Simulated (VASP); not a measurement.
VASP ran on this input.

File POSCAR:
```
PbSe
1
   -0.0000000000     2.7942048072     2.7942048072
    2.7942048072     0.0000000000     2.7942048072
    2.7942048072     2.7942048072     0.0000000000
Pb Se
1 1
Direct
  0.0000000000   0.0000000000   0.0000000000
  0.5000000000   0.5000000000   0.5000000000
```

**INCAR**
```
# general
SYSTEM   =  PbSe
PREC     =  Accurate
ENCUT    =  500
LREAL    =  .False.   # projection in real space or not
LASPH    =  .True.   # aspherical one-centre terms

# electronic loop
EDIFF    =  1E-6   # SCF stop (eV)
NELM     =  100   # most electronic steps
ALGO     =  Normal   # blocked Davidson
LMAXMIX  =  4   # l cut-off of mixed one-centre charges

# smearing
ISMEAR   =  0   # Gaussian
SIGMA    =  0.05   # width (eV)

# functional
GGA      =  PE   # PBE

# ions
IBRION   =  2   # conjugate gradients
NSW      =  40
ISIF     =  3   # ions, shape and volume
EDIFFG   =  -0.02
PSTRESS  =  300

# output
LWAVE    =  .False.
LCHARG   =  .False.
```

### KPOINTS
```
Automatic mesh
0
Gamma
8 8 8
0 0 0
```

POTCAR, in this order: Pb_d Se (PBE.64 set). Program: vasp_std.

Write an equivalent input for Ansatz.

One equivalent input (not run):
Ansatz 0.2 input:
```yaml
crystal:
  lattice:
    - [0.0000000, 2.7942048, 2.7942048]
    - [2.7942048, 0.0000000, 2.7942048]
    - [2.7942048, 2.7942048, 0.0000000]
  atoms:
    - { symbol: Pb, position: [0.0000000, 0.0000000, 0.0000000] }
    - { symbol: Se, position: [0.5000000, 0.5000000, 0.5000000] }
kpoints:
  mp_grid: { grid: [8, 8, 8] }
hamiltonian:
  xc: pbe
  pseudopotentials: { kind: paw }
scf:
  occupations: { method: gaussian, width: 0.05 }
  max_iter: 100
relax:
  max_steps: 40
  f_tol: 0.02
  cell: { p_target: 30 }
output: { forces: true, stress: true, eigenvalues: true }
```
Limits of the translation: each code has its own PAW files, so the cut-off isn't converted (ENCUT is set for VASP's; basis.ecutwfc is left out, and Ansatz then takes the one that its files recommend); Ansatz stops its SCF on the density residual and VASP on the energy change (EDIFF).

The compound is PbSe in the rock salt structure. It was relaxed first under an external pressure of 30 GPa.
